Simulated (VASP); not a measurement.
# Core-hole spectrum of InSe, part 4 of 4

Wanted: the near-edge structure of InSe. The cell has space group P6_3/mmc. The start is a cell from a database of measured crystal structures.

VASP 6.6.1, plane waves and PAW; the level of theory is named at each step.

So far. Step 2 (Relaxation): At PBE, with these data sets, the largest force is down to 0.0020 eV/Å. Step 4 (L2,3 edge, Wyckoff site In f, full hole): The smoothed xx curve reaches a tenth of its top at about 3732 eV.

The database entry behind the starting cell differs from later determinations by our own check (c about 1.7 % long), so it need not match the best structure at ambient conditions.

## (5) L2,3 edge, Wyckoff site In f, no hole

This step: supercell core-hole method, PBEsol, no hole; plane waves and PAW (In_d, In_d, Se) (VASP 6.6.1).

With CLZ = 0 the final states feel no hole, which shows what the hole does. NBANDS covers the range above the edge.

Contents of INCAR:

```
SYSTEM = InSe
PREC = Accurate
ENCUT = 400
EDIFF = 1E-06
NELM = 100
ISMEAR = 0
SIGMA = 0.05
LREAL = Auto
ALGO = Normal
GGA = PS
LWAVE = .FALSE.
LCHARG = .FALSE.
ICORELEVEL = 2
CLNT = 1
CLN = 2
CLL = 1
CLZ = 0
CH_LSPEC = .TRUE.
CH_NEDOS = 1500
CH_SIGMA = 0.5
NBANDS = 1576
```

Contents of POSCAR:

```
InSe
1.0
   12.1500000000      0.0000000000      0.0000000000
   -6.0750000000     10.5222086559      0.0000000000
    0.0000000000      0.0000000000     16.9300000000
In In Se
1 35 36
Direct
    0.1111111111      0.2222222222      0.1672953492
    0.1111111111      0.5555555556      0.1672953492
    0.1111111111      0.8888888889      0.1672953492
    0.4444444444      0.2222222222      0.1672953492
    0.4444444444      0.5555555556      0.1672953492
    0.4444444444      0.8888888889      0.1672953492
    0.7777777778      0.2222222222      0.1672953492
    0.7777777778      0.5555555556      0.1672953492
    0.7777777778      0.8888888889      0.1672953492
    0.2222222222      0.1111111111      0.6672953492
    0.2222222222      0.4444444444      0.6672953492
    0.2222222222      0.7777777778      0.6672953492
    0.5555555556      0.1111111111      0.6672953492
    0.5555555556      0.4444444444      0.6672953492
    0.5555555556      0.7777777778      0.6672953492
    0.8888888889      0.1111111111      0.6672953492
    0.8888888889      0.4444444444      0.6672953492
    0.8888888889      0.7777777778      0.6672953492
    0.1111111111      0.2222222222      0.3327046508
    0.1111111111      0.5555555556      0.3327046508
    0.1111111111      0.8888888889      0.3327046508
    0.4444444444      0.2222222222      0.3327046508
    0.4444444444      0.5555555556      0.3327046508
    0.4444444444      0.8888888889      0.3327046508
    0.7777777778      0.2222222222      0.3327046508
    0.7777777778      0.5555555556      0.3327046508
    0.7777777778      0.8888888889      0.3327046508
    0.2222222222      0.1111111111      0.8327046508
    0.2222222222      0.4444444444      0.8327046508
    0.2222222222      0.7777777778      0.8327046508
    0.5555555556      0.1111111111      0.8327046508
    0.5555555556      0.4444444444      0.8327046508
    0.5555555556      0.7777777778      0.8327046508
    0.8888888889      0.1111111111      0.8327046508
    0.8888888889      0.4444444444      0.8327046508
    0.8888888889      0.7777777778      0.8327046508
    0.1111111111      0.2222222222      0.5916365135
    0.1111111111      0.5555555556      0.5916365135
    0.1111111111      0.8888888889      0.5916365135
    0.4444444444      0.2222222222      0.5916365135
    0.4444444444      0.5555555556      0.5916365135
    0.4444444444      0.8888888889      0.5916365135
    0.7777777778      0.2222222222      0.5916365135
    0.7777777778      0.5555555556      0.5916365135
    0.7777777778      0.8888888889      0.5916365135
    0.2222222222      0.1111111111      0.0916365135
    0.2222222222      0.4444444444      0.0916365135
    0.2222222222      0.7777777778      0.0916365135
    0.5555555556      0.1111111111      0.0916365135
    0.5555555556      0.4444444444      0.0916365135
    0.5555555556      0.7777777778      0.0916365135
    0.8888888889      0.1111111111      0.0916365135
    0.8888888889      0.4444444444      0.0916365135
    0.8888888889      0.7777777778      0.0916365135
    0.1111111111      0.2222222222      0.9083634865
    0.1111111111      0.5555555556      0.9083634865
    0.1111111111      0.8888888889      0.9083634865
    0.4444444444      0.2222222222      0.9083634865
    0.4444444444      0.5555555556      0.9083634865
    0.4444444444      0.8888888889      0.9083634865
    0.7777777778      0.2222222222      0.9083634865
    0.7777777778      0.5555555556      0.9083634865
    0.7777777778      0.8888888889      0.9083634865
    0.2222222222      0.1111111111      0.4083634865
    0.2222222222      0.4444444444      0.4083634865
    0.2222222222      0.7777777778      0.4083634865
    0.5555555556      0.1111111111      0.4083634865
    0.5555555556      0.4444444444      0.4083634865
    0.5555555556      0.7777777778      0.4083634865
    0.8888888889      0.1111111111      0.4083634865
    0.8888888889      0.4444444444      0.4083634865
    0.8888888889      0.7777777778      0.4083634865
```

Contents of KPOINTS:

```
Automatic mesh
0
Gamma
2 2 2
0 0 0
```

Potentials, in the order of the species: In_d, In_d and Se (PBE family, release 64).

Started as:

```
$ mpirun -np 8 vasp_std
```

The log of the run:

```text
[... set-up lines as in an earlier step ...]
 entering main loop
       N       E                     dE             d eps       ncg     rms          rms(c)
DAV:   1     0.568497783656E+04    0.56850E+04   -0.14046E+05 12608   0.403E+02
DAV:   2     0.711492155833E+03   -0.49735E+04   -0.44464E+04 12608   0.117E+02
DAV:   3    -0.243705689016E+03   -0.95520E+03   -0.90262E+03 14176   0.601E+01
DAV:   4    -0.287865291637E+03   -0.44160E+02   -0.43824E+02 15016   0.137E+01
DAV:   5    -0.288902129471E+03   -0.10368E+01   -0.10353E+01 19176   0.169E+00    0.267E+01
DAV:   6    -0.281127293946E+03    0.77748E+01   -0.84076E-01 20192   0.475E+00    0.152E+01
DAV:   7    -0.280419729272E+03    0.70756E+00   -0.15698E+00 19264   0.117E+00    0.424E+00
DAV:   8    -0.280395388881E+03    0.24340E-01   -0.27901E-01 17608   0.493E-01    0.174E+00
DAV:   9    -0.280400297907E+03   -0.49090E-02   -0.36631E-02 15592   0.120E-01    0.517E-01
DAV:  10    -0.280402331648E+03   -0.20337E-02   -0.29444E-03 18376   0.326E-02    0.213E-01
DAV:  11    -0.280403006186E+03   -0.67454E-03   -0.46878E-04 15144   0.141E-02    0.569E-02
DAV:  12    -0.280403120204E+03   -0.11402E-03   -0.47268E-05 17488   0.560E-03    0.233E-02
DAV:  13    -0.280403157976E+03   -0.37772E-04   -0.22687E-05 14760   0.294E-03    0.741E-03
DAV:  14    -0.280403160167E+03   -0.21911E-05   -0.19322E-06 18336   0.888E-04    0.354E-03
DAV:  15    -0.280403160063E+03    0.10419E-06   -0.76331E-07 12960   0.600E-04
   1 F= -.28040316E+03 E0= -.28040315E+03  d E =-.196151E-04
 Starting Core_Hole_Spec
 Ending Core_Hole_Spec
```

Elapsed: 50 min, on 8 MPI ranks of AMD EPYC 9R45, shared host; peak memory 7.7 GiB.

OUTCAR, selected parts (step 5):

```text
   NELECT =     684.0000    total number of electrons

 the core state eigenenergies are
   1-  1s -27740.0244  2s  -4146.5293  2p  -3720.5129  3s   -780.4411  3p   -640.9957
       3d   -424.6687  4s   -111.6892  4p    -70.1579
   2-  1s -27740.0243  2s  -4146.5292  2p  -3720.5128  3s   -780.4410  3p   -640.9957
       3d   -424.6686  4s   -111.6892  4p    -70.1579
   3-  1s -27740.0243  2s  -4146.5292  2p  -3720.5128  3s   -780.4410  3p   -640.9957
       3d   -424.6686  4s   -111.6892  4p    -70.1579
   4-  1s -27740.0243  2s  -4146.5292  2p  -3720.5128  3s   -780.4410  3p   -640.9957
       3d   -424.6686  4s   -111.6892  4p    -70.1579
   5-  1s -27740.0243  2s  -4146.5292  2p  -3720.5128  3s   -780.4410  3p   -640.9957
       3d   -424.6686  4s   -111.6892  4p    -70.1579
   6-  1s -27740.0243  2s  -4146.5292  2p  -3720.5128  3s   -780.4410  3p   -640.9957
       3d   -424.6686  4s   -111.6892  4p    -70.1579
   7-  1s -27740.0243  2s  -4146.5292  2p  -3720.5128  3s   -780.4410  3p   -640.9957
       3d   -424.6686  4s   -111.6892  4p    -70.1579
   8-  1s -27740.0243  2s  -4146.5292  2p  -3720.5128  3s   -780.4410  3p   -640.9957
       3d   -424.6686  4s   -111.6892  4p    -70.1579
   9-  1s -27740.0243  2s  -4146.5292  2p  -3720.5128  3s   -780.4410  3p   -640.9957
       3d   -424.6686  4s   -111.6892  4p    -70.1579
  10-  1s -27740.0243  2s  -4146.5292  2p  -3720.5128  3s   -780.4410  3p   -640.9957
       3d   -424.6686  4s   -111.6892  4p    -70.1579
  11-  1s -27740.0243  2s  -4146.5292  2p  -3720.5128  3s   -780.4410  3p   -640.9957
       3d   -424.6686  4s   -111.6892  4p    -70.1579
  12-  1s -27740.0243  2s  -4146.5292  2p  -3720.5128  3s   -780.4410  3p   -640.9957
       3d   -424.6686  4s   -111.6892  4p    -70.1579
  13-  1s -27740.0243  2s  -4146.5292  2p  -3720.5128  3s   -780.4410  3p   -640.9957
[...]
72-  1s -12493.7682  2s  -1597.2766  2p  -1403.6264  3s   -203.9374  3p   -143.4084
       3d    -43.5946

 E-fermi :   3.8186

 k-point     1 :       0.0000    0.0000    0.0000
  band No.  band energies     occupation
    ...
    338       2.6984      2.00000
    339       2.6984      2.00000
    340       2.6984      2.00000
    341       2.6984      2.00000
    342       3.6973      1.99940
    343       3.9399      0.00060
    344       5.0890      0.00000
    345       5.0890      0.00000
    346       5.0890      0.00000
    347       5.0890      0.00000
    ...

  Total      -16.7295758    -16.7295758    -13.1918317     -0.0000000     -0.0000000      0.0000000
  in kB      -12.3838409    -12.3838409     -9.7650740     -0.0000000     -0.0000000      0.0000000
  external PRESSURE =     -11.5109186 kB  Pullay stress =       0.0000000 kB

 POSITION                                       TOTAL-FORCE (eV/Angst)
 -----------------------------------------------------------------------------------
      0.00000      2.33827      2.83231        -0.000000      0.000000     -0.045122
     -2.02500      5.84567      2.83231         0.000152      0.000929     -0.045845
     -4.05000      9.35307      2.83231         0.000881     -0.000332     -0.045845
      4.05000      2.33827      2.83231         0.000728     -0.000597     -0.045845
      2.02500      5.84567      2.83231        -0.000152      0.000929     -0.045845
     -0.00000      9.35307      2.83231        -0.000000      0.000000     -0.046029
      8.10000      2.33827      2.83231        -0.000728     -0.000597     -0.045845
      6.07500      5.84567      2.83231        -0.000000      0.000000     -0.046403
      4.05000      9.35307      2.83231        -0.000881     -0.000332     -0.045845
      2.02500      1.16913     11.29731         0.000727     -0.000420     -0.045538
      0.00000      4.67654     11.29731        -0.000000      0.000840     -0.045538
     -2.02500      8.18394     11.29731        -0.000147     -0.000085     -0.046282
      6.07500      1.16913     11.29731        -0.000000      0.000170     -0.046282
      4.05000      4.67654     11.29731         0.000871      0.000503     -0.045715
      2.02500      8.18394     11.29731         0.000147     -0.000085     -0.046282
     10.12500      1.16913     11.29731        -0.000727     -0.000420     -0.045538
      8.10000      4.67654     11.29731        -0.000871      0.000503     -0.045715
      6.07500      8.18394     11.29731        -0.000000     -0.001006     -0.045715
      0.00000      2.33827      5.63269        -0.000000      0.000000      0.045116
     -2.02500      5.84567      5.63269         0.000153      0.000929      0.045844
     -4.05000      9.35307      5.63269         0.000881     -0.000332      0.045844
      4.05000      2.33827      5.63269         0.000728     -0.000597      0.045844
      2.02500      5.84567      5.63269        -0.000153      0.000929      0.045844
     -0.00000      9.35307      5.63269        -0.000000      0.000000      0.046026
[...]
-----------------------------------------------------------------------------------
    total drift:                               -0.000000     -0.000006      0.000016

  FREE ENERGIE OF THE ION-ELECTRON SYSTEM (eV)
  ---------------------------------------------------
  free  energy   TOTEN  =      -280.4031600627 eV

  energy  without entropy=     -280.4031404477  energy(sigma->0) =     -280.40315026

[... 9 parts as in an earlier step ...]

[... 4 further parts left out ...]
```

This step gave:

```yaml
free_energy_toten: -280.4032 eV
fermi_energy: 3.819 eV
pressure: -1.151 GPa
```

The imaginary dielectric function times 10^5 has structure finer than the step of the table below, so its rows give means over 2 eV, whole bins alone (the curve runs from 3729 to 3774 eV). Peaks (eV: height): xx 3745.7: 0.0403, 3750.1: 0.0485, 3755.0: 0.0493; zz 3745.7: 0.0414, 3750.3: 0.0484, 3755.0: 0.0483.

Smoothed further by a Gaussian, to a width of roughly 2 to 2.4 eV in all; heights scale with one over the cell volume; the energy axis is the program's own, and the fall at its high end is where NBANDS ends. Table of imaginary dielectric function times 10^5 by photon energy; means over each step:

```tsv
photon energy (eV)	xx	zz
3732	0.00211	0.00172
3734	0.0146	0.0124
3736	0.0174	0.0175
3738	0.0173	0.0179
3740	0.0286	0.0293
3742	0.0301	0.0289
3744	0.0334	0.0343
3746	0.0391	0.0402
3748	0.0362	0.0363
3750	0.0461	0.0460
3752	0.0376	0.0376
3754	0.0455	0.0426
3756	0.0474	0.0455
3758	0.0444	0.0435
3760	0.0422	0.0443
3762	0.0372	0.0394
3764	0.0389	0.0371
3766	0.0335	0.0297
3768	0.00622	0.00611
3770	7.3e-5	7.8e-5
3772	0	0
```

The smoothed xx curve reaches a tenth of its top at about 3733 eV.

## (6) Summary

This step: supercell core-hole method, PBEsol; plane waves and PAW (VASP 6.6.1).

This step runs nothing: it gathers the runs above.

Core-hole runs:

```tsv
site	hole	cost (core minutes)
In f	full hole	396.4
In f	no hole	402.7
```

## (7) Results

| Quantity | Value |
| --- | --- |
| L2,3 edge of In f, full hole | xx reaches a tenth of its top at 3731.7 eV on the program's axis; share within the next 5 eV of the next 20 eV: 12 % |
| L2,3 edge of In f, no hole | xx reaches a tenth of its top at 3732.7 eV on the program's axis; share within the next 5 eV of the next 20 eV: 13 % |

**Reading.** The In L2,3 edge, for light polarised along x, reaches a tenth of its top at 3731.7 eV on the program's axis. That mark passes over any weaker pre-edge, and only dipole transitions enter. In the charged run (full hole) weight just under or at the onset may be a state bound to the hole or the highest filled band counted as a final state; this wasn't checked, so onset and share of that run are in doubt. Share of the first 20 eV of absorption, for light polarised along x, that lies within 5 eV of each run's own onset: 13 % with no hole and 12 % with full hole. One site of the element was run (Wyckoff letter f). With 72 atoms and a 2×2×2 mesh the peak shapes still carry the imprint of the mesh. The fall at the high end is where NBANDS ends. The method knows neither the spin-orbit splitting of the core shell nor multiplets, so the measured edge has more structure; for so heavy an atom the two spin-orbit partners are separate edges, far apart. The other core electrons stay frozen, so neither the program's energy axis nor the change of TOTEN is an excitation energy; spectra are aligned at the onset when set beside measurement. The atoms were relaxed with other settings, and carry forces of up to 0.16 eV/Å in the first static run, at PBEsol. Not tabulated here, as repeats of values shown or as unfit to read for their mesh, reference level or band range: gaps (L2,3 edge, relaxation, supercell without a hole); pressures of a box with vacuum or a charge (L2,3 edge); core levels (L2,3 edge).

[Lines on the potential files, build, host, timing and source positions are cut from VASP's logs without a mark.]

[Logs are printed without paths, hosts, clocks, repeated set-up lines and the standing remarks that a program may print on its own settings, such as how far it seeks lower states.]

[Hosts, paths, dates, database ids (printed as entryN), source tags and the programs' standing remarks are cut or masked in the printed files.]
